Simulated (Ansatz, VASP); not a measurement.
# SbP: VASP beside Ansatz, part 2 of 2

Aim: how closely do two programs agree when they are given the same cell, functional and k mesh? The cell is generated by rule, not measured, and may not be a known phase. The cell is taken from a series of runs on this material, whose earlier steps may have relaxed, scaled, displaced or heated it; both programs get it as it stands.

VASP 6.6.1 and Ansatz 0.2.0.

So far: The structure; VASP: zone-centre phonons, PBEsol.

The structure was built from a prototype and need not be the compound's stable phase.

## Step 3: Ansatz: zone-centre phonons, PBEsol

Level of this step: Ansatz beside VASP: Kohn-Sham DFT, plane waves, PBEsol (Ansatz).

Ansatz runs on norm-conserving files, of PseudoDojo where its log says so.

The same cell, functional, mesh and smearing now go to Ansatz, which takes its cutoff from its data sets.

input.yaml

```yaml
crystal:
  lattice:
    - [1.9627256018, 1.1331801545, 3.3537085509]
    - [-1.9627256018, 1.1331801545, 3.3537085509]
    - [0.0, -2.2663603091, 3.3537085509]
  atoms:
    - { symbol: Sb, position: [0.992883617, 0.992883617, 0.992883617] }
    - { symbol: P, position: [0.5241590605, 0.5241590605, 0.5241590605] }
kpoints:
  mp_grid: { grid: [12, 12, 12] }
hamiltonian:
  xc: pbesol
  pseudopotentials: { kind: nc }
scf:
  occupations: { method: methfessel_paxton, width: 0.15 }
output:
  eigenvalues: true
phonons:
  method: dfpt
```

The run is started by

```bash
> ansatz run input.yaml --threads 4 --pin off --max-ram 7168MiB --backend cpu --events-out ev --progress --plain --runs-dir out
```

Numbers of over 12 decimals in the logs are rounded to 6 here.

Output:

```text
Engine: ansatz 0.2.0, aarch64-unknown-linux-gnu
Pseudopotentials: kind: nc
Pseudopotential: Sb, nc, valence charge 15, recommended cutoff 1088.45545 eV (normal), Sb.nc.azcp (PseudoDojo's, or run here from an input of PseudoDojo's: the run reads no file of this project's for it)
Pseudopotential: P, nc, valence charge 5, recommended cutoff 598.650497 eV (normal), P.nc.azcp (PseudoDojo's, or run here from an input of PseudoDojo's: the run reads no file of this project's for it)
Functional definition: PBEsol
  exchange = pbesol_x
  correlation = pbesol_c
Crystal: 2 atoms, lattice volume = 44.754 Å³
Basis set: ecut = 1088.45545 eV, 3643 PW (Γ), exchange–correlation on 90×90×90 points (8 copies of the dense FFT grid, shifted against one another)
Bands: 14, of which v1, the nominal top of the filled ones, is band 10 counted from 1 (9 counted from 0)
Symmetry: 6 space group operations
k-points: 476 of 1728 (irreducible under 2 space group operations, time reversal used)
Non-local potential: Sb, projectors of the file, l = 0: 2, l = 1: 2, l = 2: 2, l = 3: 2
Non-local potential: P, projectors of the file, l = 0: 2, l = 1: 2, l = 2: 2
Initial density: superposition of atomic densities (chi_scale 0.1, normalization cell, long waves kept (reshape's long-wave potential 0.00 eV rms))
Initial wavefunctions: pseudopotential atomic-orbital guess
Functional: x = pbesol(κ = 0.804, μ = 0.123457), c = pbesol(β = 0.046)
SCF iter   1: F=—  HF=-2658.119439 eV  |F-HF|=—  |Δ(HF+E_count)|=         —  Δρ=2.68e-2  dr2=4.54e-1  ethr=3.10e-3  ⟨swp⟩=6.3  Hψ=41547  notcnv=0
preconditioner: auto → none  [insulator: Δε(μ)=0.175 eV  Ē_g=9.605 eV  σ=0.150 eV  W_gap=0.79  n_scr=14 (ndim 8)  ℏωp=17.6 eV  f_vac=0.000  D(μ)=0.13/eV (n_scr^D=0)  ε∞_Penn≈4.3]
SCF iter   2: F=—  HF=-2658.022346 eV  |F-HF|=—  |Δ(HF+E_count)|=   9.71e-2  S|Δr|=    0.00e0  Δρ=1.26e-2  dr2=7.20e-2  ethr=2.27e-3  ⟨swp⟩=3.2  Hψ=14853  notcnv=0
SCF iter   3: F=—  HF=-2658.007324 eV  |F-HF|=—  |Δ(HF+E_count)|=   1.50e-2  S|Δr|=    0.00e0  Δρ=6.09e-3  dr2=1.10e-2  ethr=3.60e-4  ⟨swp⟩=2.1  Hψ=8275  notcnv=0
SCF iter   4: F=—  HF=-2658.005985 eV  |F-HF|=—  |Δ(HF+E_count)|=   1.34e-3  S|Δr|=    0.00e0  Δρ=1.41e-3  dr2=6.77e-4  ethr=5.48e-5  ⟨swp⟩=1.0  Hψ=6671  notcnv=0
SCF iter   5: F=—  HF=-2658.005872 eV  |F-HF|=—  |Δ(HF+E_count)|=   1.13e-4  S|Δr|=    0.00e0  Δρ=2.11e-4  dr2=1.07e-5  ethr=3.38e-6  ⟨swp⟩=2.4  Hψ=10592  notcnv=0
SCF iter   6: F=—  HF=-2658.005868 eV  |F-HF|=—  |Δ(HF+E_count)|=   4.65e-6  S|Δr|=    0.00e0  Δρ=4.78e-5  dr2=5.92e-7  ethr=5.33e-8  ⟨swp⟩=2.2  Hψ=11348  notcnv=0
SCF iter   7: F=—  HF=-2658.005864 eV  |F-HF|=—  |Δ(HF+E_count)|=   3.20e-6  S|Δr|=    0.00e0  Δρ=9.65e-6  dr2=2.56e-8  ethr=2.96e-9  ⟨swp⟩=2.8  Hψ=11592  notcnv=0
SCF iter   8: F=—  HF=-2658.005864 eV  |F-HF|=—  |Δ(HF+E_count)|=   6.62e-9  S|Δr|=    0.00e0  Δρ=2.34e-6  dr2=1.44e-9  ethr=1.28e-10  ⟨swp⟩=3.0  Hψ=11587  notcnv=0
SCF iter   9: F=—  HF=-2658.005864 eV  |F-HF|=—  |Δ(HF+E_count)|=  2.82e-11  S|Δr|=    0.00e0  Δρ=4.12e-7  dr2=4.52e-11  ethr=7.18e-12  ⟨swp⟩=3.0  Hψ=11810  notcnv=0
SCF iter  10: F=-2658.005864 eV  HF=-2658.005864 eV  |F-HF|=0.00e0  |Δ(HF+E_count)|=  1.82e-12  S|Δr|=    0.00e0  Δρ=6.63e-8  dr2=6.68e-13  ethr=1.00e-12  ⟨swp⟩=7.9  Hψ=38968  notcnv=0
SCF 1 converged in 10 iterations: F = -2658.005864 eV  dr2 = 6.68e-13
DFPT response loops at Γ: preconditioner auto → Kerker (q_TF=auto, 2.386 Å⁻¹) (partly filled bands, converged f_vac=0.000); β = 1.00, the filter's whole step (`scf.mixing.beta` (0.50) is not read by the response loops under this deck's `scf.mixing.preconditioner`; to damp them name `kerker` or `kerker_dos`, under which they read `scf.mixing.beta`, and type it under 1.00, their step now; both keys bind the ground state too); Broyden in place of MSR1
SCF converged after 10 iterations
Stability not checked: this state was not tested for a lower state beside it, because cold or Methfessel-Paxton smearing, or corrected tetrahedra, fill the levels in a way that the test cannot read (fill_not_monotonic; see scf.lower_state_search)
Free energy (F): -2658.005864 eV
Harris-Foulkes:  -2658.005864 eV  (|F-HF|=0.00e0)
Internal energy: -2658.006313 eV  (E = F + TS)
E sigma→0 (E₀):  -2658.005977 eV
Entropy (-TS):   0.000448 eV (0.224 meV/atom)
Fermi energy:    10.705597 eV
--- Per-component energies (eV) ---
  E_band       = -142.135429
  E_kinetic    = 1518.564691
  E_local      = -1188.531640  (includes V_loc(G=0)·N_el)
  E_nonlocal   = -1272.700521
  E_hartree    = 619.134070
  E_xc         = -666.852849
  E_vxc        = -437.736086  (∫ρ·V_xc dr)
  E_ewald      = -1667.620063
  E_smearing   = 0.000448  (= −TS)
  E_closure    = -0.000000  (closes the sum)
  Σ components = -2658.005864   (vs F -2658.005864, Δ=0.00e0)
--- Band table (eV; the first three rows and the last of 476) ---
  k-point 0: bands = [... 6 lower, 6.4734, 8.3504, 8.4618, 8.4618, 13.2030, 13.9913, 13.9913, 16.0164]
  k-point 1: bands = [... 6 lower, 5.8845, 8.3602, 8.4418, 8.8150, 13.1138, 13.7346, 13.7926, 15.6774]
  k-point 2: bands = [... 6 lower, 4.7263, 8.3528, 8.3959, 9.3451, 12.7379, 13.0620, 13.2119, 15.5329]
  k-point 475: bands = [... 6 lower, 0.8148, 8.8748, 8.8748, 10.2589, 10.7203, 10.7203, 12.0636, 18.6532]
--- Phonons (Γ-DFPT): 4 representative perturbations + reference, on 476 of 1728 k-points (Σ response iterations 12) ---
  k mesh reduced under 2 symmetry operations, with k and −k counted as one. Each operation leaves every solved perturbation unchanged. A smaller set is not used because it would not reduce the number of displacements times k-points to solve
  ASR residual: 8.316e-5 → 0.000e0 eV/Å²; symmetrization residual: 1.082e-5 eV/Å²
  ASR residual per site (eV/Å²): 8.32e-5 7.48e-6
  Γ frequencies (cm⁻¹): 0.00 0.00 0.00 147.28 147.28 233.39
  non-analytic LO–TO correction: not included (Born effective charges unavailable; polar crystals: no LO–TO splitting at Γ)
```

## Step 4: Side by side

Known differences besides the potentials themselves: the data sets hold 20 valence electrons in Ansatz (on norm-conserving files, of PseudoDojo where its log says so) and 10 in VASP; the cutoff is 1088.46 eV in Ansatz and 500 eV in VASP. Total energies have different zeros and are not compared.

The two programs side by side:

```csv
quantity,Ansatz,VASP,difference
optical mode 1 to 2 (cm⁻¹),147.3,152.1,-3.18 %
optical mode 3 (cm⁻¹),233.4,237.5,-1.72 %
```

Modes are paired by rising frequency, not by their patterns, so a pair may set unlike modes beside each other; they are those without the splitting of longitudinal modes.

## Step 5: Outcome

* r.m.s. difference of the optical zone-centre modes, each program's sorted by frequency (zone-centre phonons, PBEsol): 4.6 cm⁻¹
* difference in optical mode 1 to 2 (zone-centre phonons, PBEsol): -3.2 %

The r.m.s. difference of the optical zone-centre modes, each program's sorted by frequency is 4.6 cm⁻¹ (zone-centre phonons, PBEsol). The data sets hold unlike numbers of valence electrons (20 in Ansatz and 10 in VASP), so part of the differences comes from the potentials. Among the rows given in per cent, the largest difference of the zone-centre phonons, PBEsol pair is in optical mode 1 to 2, -3.2 %. How closely two codes agree says nothing of how well the functional describes the real material.

[Lines on the potential files, build, host, timing and source positions are cut from VASP's logs without a mark.]

[Logs are printed without paths, hosts, clocks, repeated set-up lines and the standing remarks that a program may print on its own settings, such as how far it seeks lower states.]

[Hosts, paths, dates, database ids (printed as entryN), source tags and the programs' standing remarks are cut or masked in the printed files.]
